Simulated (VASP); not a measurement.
Level of theory: PBEsol GGA, VASP's PBE PAW potentials (set 64) (plane waves; VASP).

VASP input:

### KPOINTS
```
Automatic mesh
0
Gamma
5 5 3
```

**POSCAR**
```
Ge
1
    3.9975900000     0.0000000000     0.0000000000
   -1.9987950000     3.4620140000     0.0000000000
    0.0000000000     0.0000000000     6.5993800000
Ge
4
Direct
  0.6629990000   0.3233610000   0.0675460000
  0.3338800000   0.6762780000   0.9406670000
  0.3287380000   0.6645980000   0.5604040000
  0.6743840000   0.3357620000   0.4313830000
```

### INCAR
```
SYSTEM  =  Ge
PREC  =  Accurate; ENCUT  =  300; LREAL  =  .FALSE.
LASPH  =  .TRUE.
EDIFF  =  1E-6; NELM  =  100; ALGO  =  Normal
LMAXMIX  =  4
ISMEAR  =  -1; SIGMA  =  0.1
GGA  =  PS
ISIF  =  2
LWAVE  =  .FALSE.; LCHARG  =  .FALSE.
```

POTCAR, in this order: Ge_d (PBE.64 set). Program: vasp_std.

At this cut-off the stress carries a Pulay error, which pulls relaxed volumes low.

Task: What does the run give for the energy per atom (σ→0), pressure, largest force, band gap (on the k-mesh)?

Result: 
| Property | Result |
|---|---|
| energy per atom (σ→0) | -4.875 eV/atom |
| band gap (on the k-mesh) | none (metal, semimetal or under 0.01 eV) |
| pressure | -1.14 GPa |
| largest force | 0.885 eV/Å |

File OSZICAR:
```
...
DAV:   8    -0.195104831899E+02   -0.20425E-02   -0.28328E-02  2846   0.634E+00    0.142E-01
DAV:   9    -0.195112675022E+02   -0.78431E-03   -0.43889E-03  3578   0.136E+00    0.538E-02
DAV:  10    -0.195113768865E+02   -0.10938E-03   -0.85630E-04  3686   0.472E-01    0.266E-02
DAV:  11    -0.195114153358E+02   -0.38449E-04   -0.20647E-04  3830   0.329E-01    0.747E-03
DAV:  12    -0.195114325286E+02   -0.17193E-04   -0.15693E-04  2958   0.167E-01    0.593E-03
DAV:  13    -0.195114327590E+02   -0.23036E-06   -0.14955E-05  3459   0.173E-01    0.302E-03
DAV:  14    -0.195114328129E+02   -0.53933E-07   -0.27508E-06  2336   0.132E-01
   1 F= -.19511433E+02 E0= -.19501982E+02  d E =-.189011E-01
```

The structure comes from a computed database's Ge entry; how it stands against other phases isn't given here. The cell was not relaxed at this level, atoms are displaced from their ideal sites. The k-mesh is coarse (spacing up to 0.36 per Å, 2π included), so the numbers may not be converged in it.
